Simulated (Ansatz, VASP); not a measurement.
# Ti in two plane-wave programs, part 2 of 2

Wanted: the spread between two codes on one cell, functional and k mesh. The cell is taken from a series of runs on this material, whose earlier steps may have relaxed, scaled, displaced or heated it; both programs get it as it stands.

VASP 6.6.1 and Ansatz 0.2.0.

So far: The structure; Ansatz: relaxation of cell and atoms, PBEsol, pair 1; VASP: relaxation of cell and atoms, PBEsol, pair 1; Comparison.

## 5. VASP: relaxation of cell and atoms, PBEsol, pair 2

Level of this step: PBEsol; plane waves and PAW (Ti_sv) (VASP).

The relaxed volume is the usual yardstick between codes: in a stiff, nearly cubic crystal its relative difference is about their pressure difference at one cell divided by the bulk modulus.

INCAR

```
SYSTEM = Ti
PREC = Accurate
ENCUT = 500
EDIFF = 1E-07
NELM = 120
ISMEAR = 1
SIGMA = 0.2
LREAL = .FALSE.
ALGO = Normal
GGA = PS
NBANDS = 18
LASPH = .TRUE.
LORBIT = 11
LWAVE = .FALSE.
LCHARG = .FALSE.
ISIF = 3
IBRION = 2
NSW = 80
EDIFFG = -0.005
GGA_COMPAT = .FALSE.
NELMIN = 4
KPAR = 2
```

POSCAR

```
Ti
1.0
   -1.6043020000      1.6043020000      1.6043020000
    1.6043020000     -1.6043020000      1.6043020000
    3.2086040000      3.2086040000      0.0000000000
Ti
2
Direct
    0.9515169214      0.0484830786      0.9999999221
    0.5484832345      0.4515167655      0.4999999221
```

KPOINTS

```
Automatic mesh
0
Gamma
16 16 10
0 0 0
```

The projector-augmented-wave data sets are Ti_sv (PBE family, release 64).

The run is started by

```
> mpirun -np 2 vasp_std
```

Numbers of over 12 decimals in the logs are rounded to 6 here.

The program printed:

```text
[banner, memory and clock lines left out]
running    2 mpi-ranks, on    1 nodes
[...]
[... a notice as in an earlier step ...]

 LDA part: xc-table for (Slater+PW92), standard interpolation
 POSCAR, INCAR and KPOINTS ok, starting setup
[...]
entering main loop
       N       E                     dE             d eps       ncg     rms          rms(c)
DAV:   1     0.239159941361E+03    0.23916E+03   -0.11867E+04 15768   0.159E+03
DAV:   2     0.722757869779E+01   -0.23193E+03   -0.22896E+03 16012   0.448E+02
DAV:   3    -0.179315940898E+02   -0.25159E+02   -0.24878E+02 29776   0.121E+02
DAV:   4    -0.186817678651E+02   -0.75017E+00   -0.74943E+00 18060   0.225E+01
[...]
DAV:  13    -0.165649566056E+02    0.74744E-06   -0.31182E-06 22250   0.129E-02    0.194E-03
DAV:  14    -0.165649568181E+02   -0.21253E-06   -0.29657E-07 16690   0.480E-03    0.582E-04
DAV:  15    -0.165649568853E+02   -0.67166E-07   -0.26890E-08  9332   0.112E-03
   1 F= -.16564957E+02 E0= -.16566746E+02  d E =-.165650E+02
[... from here on, the cycles between the ionic steps are left out ...]
   2 F= -.16591506E+02 E0= -.16593028E+02  d E =-.265486E-01
  13 F= -.16668859E+02 E0= -.16670276E+02  d E =-.681872E-02
  14 F= -.16670067E+02 E0= -.16671389E+02  d E =-.802760E-02
  15 F= -.16670863E+02 E0= -.16672213E+02  d E =-.795107E-03
  16 F= -.16670879E+02 E0= -.16672234E+02  d E =-.811394E-03
  17 F= -.16671462E+02 E0= -.16672866E+02  d E =-.583563E-03
  18 F= -.16671633E+02 E0= -.16673070E+02  d E =-.753937E-03
  19 F= -.16672213E+02 E0= -.16673680E+02  d E =-.580462E-03
  20 F= -.16672994E+02 E0= -.16674482E+02  d E =-.136158E-02
  21 F= -.16673129E+02 E0= -.16674644E+02  d E =-.134199E-03
 trial-energy change:   -0.000134  1 .order   -0.000132   -0.000257   -0.000008
 step:   1.8560(harm=  1.8585)  dis= 0.00163  next Energy=   -16.673129 (dE=-0.134E-03)
 reached required accuracy - stopping structural energy minimisation
```

From OUTCAR (step 5):

```text
  Total       -0.0041329     -0.0041329      0.0023744      0.0033938      0.0000000     -0.0000000
  in kB       -0.1988169     -0.1988169      0.1142236      0.1632612      0.0000000     -0.0000000
  external PRESSURE =      -0.0944701 kB  Pullay stress =       0.0000000 kB

 POSITION                                       TOTAL-FORCE (eV/Angst)
 -----------------------------------------------------------------------------------
      1.76362      4.71897      1.45122        -0.000875      0.000875      0.000000
      1.32823      1.91307      1.45122         0.000875     -0.000875     -0.000000
 -----------------------------------------------------------------------------------
    total drift:                                0.000482      0.000482     -0.000000

  FREE ENERGIE OF THE ION-ELECTRON SYSTEM (eV)
  ---------------------------------------------------
  free  energy   TOTEN  =       -16.6731285653 eV

  energy  without entropy=      -16.6776752997  energy(sigma->0) =      -16.67464414

[... 1 part as in an earlier step ...]

[... 3 further parts left out ...]
[key lines of the parts left out:]
E-fermi :   8.6743
```

## 6. Ansatz: relaxation of cell and atoms, PBEsol, pair 2

The same cell, functional, mesh and smearing now go to Ansatz, which takes its cutoff from its data sets.

The cell is taken from a series of runs on this material, whose earlier steps may have relaxed, scaled, displaced or heated it; both programs get it as it stands.

input.yaml

```yaml
crystal:
  lattice:
    - [-1.6043018255, 1.6043018255, 1.6043018255]
    - [1.6043018255, -1.6043018255, 1.6043018255]
    - [3.208603651, 3.208603651, 0.0]
  atoms:
    - { symbol: Ti, position: [-0.0484832372, 0.0484832372, 0.0] }
    - { symbol: Ti, position: [0.5484832372, 0.4515167628, 0.5] }
kpoints:
  mp_grid: { grid: [16, 16, 10] }
hamiltonian:
  xc: pbesol
  pseudopotentials: { kind: paw, azcp: { folder: soft_1 }, xc_functional: pbe }
scf:
  occupations: { method: methfessel_paxton, width: 0.2 }
output:
  forces: true
  stress: true
  eigenvalues: true
relax:
  adjacent_minimum: "off"
  f_tol: 0.002
  max_steps: 120
  cell: { stress_tol: 0.03 }
```

The run is started by

```
> ansatz run input.yaml --threads 4 --pin off --max-ram 16384MiB --backend cpu --events-out ev --progress --plain --runs-dir out
```

The program printed:

```text
[...]
Crystal: 2 atoms, lattice volume = 33.033 Å³
Basis set: ecut = 420 eV, 649 PW (Γ), exchange–correlation on 40×40×64 points (8 copies of the dense FFT grid, shifted against one another)
Bands: 16, of which v1, the nominal top of the filled ones, is band 12 counted from 1 (11 counted from 0)
Symmetry: 8 space group operations
[...]
k-points: 438 of 2560
[...]
k-point 437: bands = [... 8 lower, 11.1189, 11.1189, 12.9141, 12.9141, 15.2076, 15.2076, 15.5750, 15.5750]
--- Relaxed structure (8 steps of the walk, 8 accepted, 2 SCFs on fresh bases) ---
[...]
cell:  # Å, volume = 33.4259 Å³
    - [-1.776161, 1.776161, 1.450539]
    - [1.776161, -1.776161, 1.450539]
    - [3.243483, 3.243483, 0.0]
  atoms:
    - { symbol: Ti, position: [-0.083272, 0.083272, 6.938893903907228e-18] }
    - { symbol: Ti, position: [0.583272, 0.416728, 0.5] }
[key lines of the parts left out:]
SCF converged after 4 iterations
Free energy (F): -4947.798843 eV
Fermi energy:    13.789096 eV
P = ⅓ Tr σ = -0.0001 GPa (-0.001 kbar)
```

## 7. Comparison

The two programs side by side:

| quantity | Ansatz | VASP | difference |
| --- | --- | --- | --- |
| volume (Å³) | 33.43 | 33.30 | +0.36 % |
| edge a after relaxation, in the typed setting (Å) | 2.901 | 2.893 | +0.25 % |
| edge c after relaxation, in the typed setting (Å) | 4.587 | 4.584 | +0.07 % |

Found at a tolerance of 0.01 Å, the end structures differ in symmetry: P6_3/mmc in Ansatz, Cmcm in VASP; the atoms lie within 0.05 Å of each other, which can come from where the walks stopped or from unlike electronic states.

## 8. VASP: relaxation of cell and atoms, PBEsol, pair 3

The relaxed volume is the usual yardstick between codes: in a stiff, nearly cubic crystal its relative difference is about their pressure difference at one cell divided by the bulk modulus. This pair takes another cell of the material, with 4 atoms against 2 for the pair before.

INCAR: that of step 5 with these lines changed.

```diff
@@ -10,3 +10,3 @@
 GGA = PS
-NBANDS = 18
+NBANDS = 30
 LASPH = .TRUE.
```

POSCAR

```
Ti
1.0
    0.0000000000      3.2086040000      3.2086040000
    3.2086040000      0.0000000000      3.2086040000
    3.2086040000      3.2086040000      0.0000000000
Ti
4
Direct
    0.0000000000      0.0000000000      0.0000000000
    0.2281835808      0.2718164192      0.2718164192
    0.5000000000      0.5000000000      0.5000000000
    0.7718164192      0.7281835808      0.7281835808
```

KPOINTS

```
Automatic mesh
0
Gamma
12 12 12
0 0 0
```

The run is started by

```
> mpirun -np 2 vasp_std
```

The program printed:

```text
[banner, memory and clock lines left out]
running    2 mpi-ranks, on    1 nodes
[...]
[... a notice as in an earlier step ...]

 LDA part: xc-table for (Slater+PW92), standard interpolation
 POSCAR, INCAR and KPOINTS ok, starting setup
[...]
entering main loop
       N       E                     dE             d eps       ncg     rms          rms(c)
DAV:   1     0.605467695775E+03    0.60547E+03   -0.23961E+04  9780   0.196E+03
DAV:   2     0.391285913602E+02   -0.56634E+03   -0.55497E+03  9798   0.578E+02
DAV:   3    -0.301045195769E+02   -0.69233E+02   -0.66140E+02 16748   0.173E+02
DAV:   4    -0.368888085256E+02   -0.67843E+01   -0.67087E+01 14636   0.500E+01
[...]
DAV:  16    -0.329594639285E+02   -0.16427E-06   -0.94338E-08  7802   0.257E-03    0.737E-04
DAV:  17    -0.329594640426E+02   -0.11410E-06   -0.60318E-08  7206   0.331E-03    0.270E-04
DAV:  18    -0.329594640479E+02   -0.52814E-08   -0.24250E-08  6924   0.128E-03
   1 F= -.32959464E+02 E0= -.32960259E+02  d E =-.329595E+02
[... from here on, the cycles between the ionic steps are left out ...]
   2 F= -.32959666E+02 E0= -.32960521E+02  d E =-.201645E-03
  28 F= -.32997905E+02 E0= -.32997749E+02  d E =-.114514E-02
  29 F= -.32998206E+02 E0= -.32998084E+02  d E =-.301224E-03
  30 F= -.32998890E+02 E0= -.32998860E+02  d E =-.984341E-03
  31 F= -.32999089E+02 E0= -.32999190E+02  d E =-.118384E-02
  32 F= -.32999215E+02 E0= -.32999273E+02  d E =-.131021E-02
  33 F= -.32999216E+02 E0= -.32999277E+02  d E =-.131088E-02
  34 F= -.32999216E+02 E0= -.32999280E+02  d E =-.131049E-02
  35 F= -.32999221E+02 E0= -.32999291E+02  d E =-.525284E-05
 trial-energy change:   -0.000005  1 .order   -0.000005   -0.000007   -0.000004
 step:   1.0671(harm=  1.0671)  dis= 0.00073  next Energy=   -32.999224 (dE=-0.817E-05)
 reached required accuracy - stopping structural energy minimisation
```

From OUTCAR (step 8):

```text
  Total       -0.0001948      0.0178595      0.0178595     -0.0000000     -0.0000000     -0.0000000
  in kB       -0.0047382      0.4344963      0.4344963     -0.0000000     -0.0000000     -0.0000000
  external PRESSURE =       0.2880848 kB  Pullay stress =       0.0000000 kB

 POSITION                                       TOTAL-FORCE (eV/Angst)
 -----------------------------------------------------------------------------------
      0.00000      0.00000      0.00000        -0.000000     -0.000000     -0.000000
      1.45097      1.68336      1.68336         0.002954     -0.000000     -0.000000
      2.90501      3.36673      3.36673        -0.000000      0.000000      0.000000
      4.35906      5.05009      5.05009        -0.002954     -0.000000      0.000000
 -----------------------------------------------------------------------------------
    total drift:                               -0.000000     -0.000000     -0.000000

  FREE ENERGIE OF THE ION-ELECTRON SYSTEM (eV)
  ---------------------------------------------------
  free  energy   TOTEN  =       -32.9992209539 eV

  energy  without entropy=      -32.9994315639  energy(sigma->0) =      -32.99929116

[... 1 part as in an earlier step ...]

[... 3 further parts left out ...]
[key lines of the parts left out:]
E-fermi :   8.5693
```

The run keeps the 16 symmetry operations of its start, so it cannot find a distortion of lower symmetry.

## 9. Ansatz: relaxation of cell and atoms, PBEsol, pair 3

The same cell, functional, mesh and smearing now go to Ansatz, which takes its cutoff from its data sets.

The cell is taken from a series of runs on this material, whose earlier steps may have relaxed, scaled, displaced or heated it; both programs get it as it stands.

input.yaml, the sections that differ from step 6:

```yaml
crystal:
  lattice:
    - [0.0, 3.208603651, 3.208603651]
    - [3.208603651, 0.0, 3.208603651]
    - [3.208603651, 3.208603651, 0.0]
  atoms:
    - { symbol: Ti, position: [0.0, 0.0, 0.0] }
    - { symbol: Ti, position: [0.2281836563, 0.2718163437, 0.2718163437] }
    - { symbol: Ti, position: [0.5, 0.5, 0.5] }
    - { symbol: Ti, position: [0.7718163437, 0.7281836563, 0.7281836563] }
kpoints:
  mp_grid: { grid: [12, 12, 12] }
output:
  forces: true
  stress: true
  eigenvalues: true
  write_density: true
  write_potential: true
  elf: true
  volumetric_format: npy
# hamiltonian, scf, relax: as in step 6
```

The run is started by

```
> ansatz run input.yaml --threads 4 --pin off --max-ram 16384MiB --backend cpu --events-out ev --progress --plain --runs-dir out
```

The program printed:

```text
[...]
Crystal: 4 atoms, lattice volume = 66.066 Å³
Basis set: ecut = 420 eV, 1243 PW (Γ), exchange–correlation on 64×64×64 points (8 copies of the dense FFT grid, shifted against one another)
Bands: 29, of which v1, the nominal top of the filled ones, is band 24 counted from 1 (23 counted from 0)
Symmetry: 16 space group operations
[...]
k-points: 163 of 1728
[...]
cell:  # Å, volume = 66.0937 Å³
    - [0, 3.372621, 3.372621]
    - [2.905329, 0, 3.372621]
    - [2.905329, 3.372621, 0]
  atoms:
    - { symbol: Ti, position: [-1.5205710355232542e-19, 1.520571035523256e-19, 1.5205710355232556e-19] }
    - { symbol: Ti, position: [0.250002, 0.249998, 0.249998] }
    - { symbol: Ti, position: [0.5, 0.500000, 0.5] }
    - { symbol: Ti, position: [0.749998, 0.750002, 0.750002] }
[key lines of the parts left out:]
SCF converged after 6 iterations
Free energy (F): -9895.244882 eV
Fermi energy:    13.741026 eV
P = ⅓ Tr σ = -0.0071 GPa (-0.071 kbar)
```

## 10. Comparison

Both answers:

| quantity | Ansatz | VASP | difference |
| --- | --- | --- | --- |
| volume (Å³) | 66.09 | 65.86 | +0.36 % |
| edge a after relaxation, in the typed setting (Å) | 4.770 | 4.761 | +0.17 % |
| edge b after relaxation, in the typed setting (Å) | 4.452 | 4.447 | +0.11 % |

## 11. Summary of results

```json
{"difference in volume (relaxation of cell and atoms, PBEsol, pair 1)": "0.26 %", "difference in volume (relaxation of cell and atoms, PBEsol, pair 2)": "0.36 %", "difference in volume (relaxation of cell and atoms, PBEsol, pair 3)": "0.36 %"}
```

In words: The difference in volume is 0.36 % (relaxation of cell and atoms, PBEsol, pair 2), within the 1.2 % picked in this series as the mark of a large difference, as far as the stopping tolerances let one tell. 1 further pair of this series is not shown here. How closely two codes agree says nothing of how well the functional describes the real material.

[Lines on the potential files, build, host, timing and source positions are cut from VASP's logs without a mark.]

[Logs are printed without paths, hosts, clocks, repeated set-up lines and the standing remarks that a program may print on its own settings, such as how far it seeks lower states.]

[Hosts, paths, dates, database ids (printed as entryN), source tags and the programs' standing remarks are cut or masked in the printed files.]
